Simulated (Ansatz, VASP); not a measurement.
# SnSe in two plane-wave programs, part 2 of 2

Aim: how closely do two programs agree when they are given the same cell, functional and k mesh? The cell is taken from a series of runs on this material, whose earlier steps may have relaxed, scaled, displaced or heated it; both programs get it as it stands.

VASP 6.6.1 and Ansatz 0.2.0.

So far. Step 2 (VASP: single point, PBE): The run ends at a pressure of 2.11 GPa, with forces up to 0.027 eV/Å.

## (5) VASP: single point, LDA

Level of this step: LDA; plane waves and PAW (Sn_d, Se) (VASP).

With cell and atoms fixed, the geometry can't cause a difference; cores, projectors, grids and the points listed under the comparison can.

File INCAR:

```
SYSTEM = SnSe
PREC = Accurate
ENCUT = 500
EDIFF = 1E-06
NELM = 120
ISMEAR = 0
SIGMA = 0.01
LREAL = .FALSE.
ALGO = Normal
GGA = PW92
NBANDS = 49
LORBIT = 11
LWAVE = .FALSE.
LCHARG = .FALSE.
ISIF = 2
LASPH = .TRUE.
GGA_COMPAT = .FALSE.
EFERMI = MIDGAP
KPAR = 2
```

File POSCAR:

```
SnSe
1.0
   11.5022000000      0.0000000000      0.0000000000
    0.0000000000      4.1540000000      0.0000000000
    0.0000000000      0.0000000000      4.4445000000
Sn Se
4 4
Direct
    0.6180906623      0.7500000000      0.3975350380
    0.8819093377      0.2500000000      0.8975350380
    0.3819093377      0.2500000000      0.6024649620
    0.1180906623      0.7500000000      0.1024649620
    0.1433532693      0.2500000000      0.5232051378
    0.6433532693      0.2500000000      0.9767948622
    0.3566467307      0.7500000000      0.0232051378
    0.8566467307      0.7500000000      0.4767948622
```

File KPOINTS:

```
Automatic mesh
0
Gamma
2 6 6
0 0 0
```

The projector-augmented-wave data sets are Sn_d and Se (LDA family, release 64).

Started as:

```
> mpirun -np 2 vasp_std
```

Numbers of over 12 decimals in the logs are rounded to 6 here.

The program printed:

```text
[banner, memory and clock lines left out]
running    2 mpi-ranks, on    1 nodes
[...]
|                                                                             |
|               ----> ADVICE to this user running VASP <----                  |
|                                                                             |
|     You enforced a specific xc type in the INCAR file but a different       |
|     [... a line on the potential file left out ...]
|     I HOPE YOU KNOW WHAT YOU ARE DOING!                                     |
|                                                                             |

 LDA part: xc-table for (Slater(with rela. corr.)+PW92), standard interpolation
 POSCAR, INCAR and KPOINTS ok, starting setup
[...]
entering main loop
       N       E                     dE             d eps       ncg     rms          rms(c)
DAV:   1     0.865534960975E+03    0.86553E+03   -0.36010E+04  3321   0.206E+03
DAV:   2     0.113494172619E+03   -0.75204E+03   -0.72987E+03  3144   0.592E+02
DAV:   3    -0.281760149452E+02   -0.14167E+03   -0.13505E+03  3715   0.204E+02
DAV:   4    -0.383290191632E+02   -0.10153E+02   -0.99066E+01  3728   0.546E+01
[...]
DAV:  11    -0.378817350648E+02   -0.16017E-04   -0.18092E-04  4073   0.644E-02    0.178E-02
DAV:  12    -0.378817235519E+02    0.11513E-04   -0.41737E-05  4028   0.317E-02    0.572E-03
DAV:  13    -0.378817239546E+02   -0.40271E-06   -0.45151E-06  2932   0.902E-03
   1 F= -.37881724E+02 E0= -.37881724E+02  d E =-.190299-164
```

OUTCAR, selected parts (step 5):

```text
  Total       -2.6807806     -2.9593344     -3.3302237      0.0000000      0.0000000      0.0000000
  in kB      -20.2256055    -22.3272022    -25.1254398      0.0000000      0.0000000      0.0000000
  external PRESSURE =     -22.5594158 kB  Pullay stress =       0.0000000 kB

 POSITION                                       TOTAL-FORCE (eV/Angst)
 -----------------------------------------------------------------------------------
      7.10940      3.11550      1.76684         0.115067      0.000000     -0.102178
     10.14390      1.03850      3.98909        -0.115067      0.000000     -0.102178
      4.39280      1.03850      2.67766        -0.115067      0.000000      0.102178
      1.35830      3.11550      0.45541         0.115067     -0.000000      0.102178
      1.64888      1.03850      2.32539         0.064263      0.000000     -0.090536
      7.39998      1.03850      4.34136         0.064263     -0.000000      0.090536
      4.10222      3.11550      0.10314        -0.064263     -0.000000     -0.090536
      9.85332      3.11550      2.11911        -0.064263     -0.000000      0.090536
 -----------------------------------------------------------------------------------
    total drift:                                0.000000     -0.000000      0.000000

  FREE ENERGIE OF THE ION-ELECTRON SYSTEM (eV)
  ---------------------------------------------------
  free  energy   TOTEN  =       -37.8817239546 eV

  energy  without entropy=      -37.8817239546  energy(sigma->0) =      -37.88172395

[... 2 parts as in an earlier step ...]

[... 1 further part left out ...]
[key lines of the parts left out:]
E-fermi :   5.5834
```

The run ends at a pressure of -2.26 GPa, with forces up to 0.15 eV/Å.

## (6) Ansatz: single point, LDA

The same cell, functional (in two slightly different forms) and mesh now go to Ansatz, which takes its cutoff from its data sets.

The cell is taken from a series of runs on this material, whose earlier steps may have relaxed, scaled, displaced or heated it; both programs get it as it stands.

File input.yaml:

```yaml
crystal:
  lattice:
    - [11.5022, 0.0, 0.0]
    - [0.0, 4.154, 0.0]
    - [0.0, 0.0, 4.4445]
  atoms:
    - { symbol: Sn, position: [0.6180906623, 0.75, 0.397535038] }
    - { symbol: Sn, position: [0.8819093377, 0.25, 0.897535038] }
    - { symbol: Sn, position: [0.3819093377, 0.25, 0.602464962] }
    - { symbol: Sn, position: [0.1180906623, 0.75, 0.102464962] }
    - { symbol: Se, position: [0.1433532693, 0.25, 0.5232051378] }
    - { symbol: Se, position: [0.6433532693, 0.25, 0.9767948622] }
    - { symbol: Se, position: [0.3566467307, 0.75, 0.0232051378] }
    - { symbol: Se, position: [0.8566467307, 0.75, 0.4767948622] }
kpoints:
  mp_grid: { grid: [2, 6, 6] }
  band_path:
    path:
      - [0.0, 0.0, 0.0]
      - [0.5, 0.0, 0.0]
      - [0.5, 0.5, 0.0]
      - [0.0, 0.5, 0.0]
      - [0.0, 0.0, 0.5]
      - [0.5, 0.0, 0.5]
      - [0.5, 0.5, 0.5]
      - [0.0, 0.5, 0.5]
      - [0.0, 0.0, 0.35]
      - [0.0, 0.3333333333, 0.0]
    npoints: 1
hamiltonian:
  xc: lda
scf:
  occupations: { method: fixed }
  n_extra_bands: 6
output:
  eigenvalues: true
  forces: true
  stress: true
```

Started as:

```
> ansatz run input.yaml --threads 3 --pin off --max-ram 92160MiB --backend cuda --events-out ev --progress --plain --runs-dir out --devices 1 --max-vram 13GiB
```

The program printed:

```text
[...]
GPUs: using 1 of 1 available (devices: 1).
[...]
GPU FFT provider: cuFFT
GPU libraries: cuBLAS 13.8.2, cuFFT 12.4.0, cuSOLVER 12.3.4
Crystal: 8 atoms, lattice volume = 212.359 Å³
Basis set: ecut = 420 eV, 4145 PW (Γ)
Bands: 66, of which v1, the nominal top of the filled ones, is band 60 counted from 1 (59 counted from 0)
Symmetry: 8 space group operations
[...]
k-point 0: bands = [... 56 lower, 7.2382, 7.5225, 8.0214, 8.2283, 9.3406, 11.5848, 11.8097, 11.8126, ... 2 higher]
  k-point 1: bands = [... 56 lower, 7.3066, 7.7515, 8.0042, 8.2539, 9.4051, 10.7269, 11.4556, 11.6029, ... 2 higher]
  k-point 2: bands = [... 56 lower, 7.5462, 8.0797, 8.2253, 8.7782, 9.5688, 10.0056, 10.2384, 10.4422, ... 2 higher]
  k-point 31: bands = [... 56 lower, 7.2057, 7.2057, 7.2057, 7.2057, 11.1542, 11.1542, 11.1542, 11.1542, ... 2 higher]
[key lines of the parts left out:]
SCF converged after 7 iterations
Free energy (F): -45054.505291 eV
Fermi energy:    8.778187 eV
P = ⅓ Tr σ = -2.3416 GPa (-23.416 kbar)
```

## (7) Comparison

What differs besides the data sets and the points named for the pairs above, as far as they apply: fixed occupations in Ansatz, narrow Gaussian smearing in VASP; the data sets hold 120 valence electrons in Ansatz (on its default PAW (the set named soft_2) files) and 80 in VASP; VASP's log shows a relativistic correction to its local exchange, Ansatz's none. Total energies have different zeros and are not compared.

Compared:

| quantity | Ansatz | VASP | difference |
| --- | --- | --- | --- |
| pressure (GPa) | -2.34 | -2.26 | -0.09 |
| gap on the k mesh (eV) | 0.390 | 0.385 | +0.004 |

Forces (eV/Å; atoms numbered as in POSCAR):

```
atom         Ansatz x, y, z           VASP x, y, z
 Sn1   0.136, 0.000, -0.115   0.115, 0.000, -0.102
 Sn2  -0.136, 0.000, -0.115  -0.115, 0.000, -0.102
 Sn3   -0.136, 0.000, 0.115   -0.115, 0.000, 0.102
 Sn4    0.136, 0.000, 0.115    0.115, 0.000, 0.102
 Se5   0.072, 0.000, -0.101   0.064, 0.000, -0.091
 Se6    0.072, 0.000, 0.101    0.064, 0.000, 0.091
 Se7  -0.072, 0.000, -0.101  -0.064, 0.000, -0.091
 Se8   -0.072, 0.000, 0.101   -0.064, 0.000, 0.091
```

The forces differ by 11 meV/Å r.m.s., which is 14.7 % of the r.m.s. force of 0.077 eV/Å (both taken over all components). A gap on the mesh is an upper bound, since the band edges may lie between its points.

## (8) Summary of results

- difference in gap on the k mesh (single point, PBE): 0.0046 eV
- r.m.s. force difference (single point, PBE): 8.6 meV/Å
- r.m.s. force difference (single point, LDA): 11 meV/Å

What this shows: The r.m.s. force difference is 11 meV/Å (single point, LDA), within the 12 meV/Å picked in this series as the mark of a large difference. The data sets hold unlike numbers of valence electrons (120 in Ansatz and 80 in VASP), so part of the differences comes from the potentials. How closely two codes agree says nothing of how well the functional describes the real material.

[Lines on the potential files, build, host, timing and source positions are cut from VASP's logs without a mark.]

[Logs are printed without paths, hosts, clocks, repeated set-up lines and the standing remarks that a program may print on its own settings, such as how far it seeks lower states.]

[Hosts, paths, dates, database ids (printed as entryN), source tags and the programs' standing remarks are cut or masked in the printed files.]
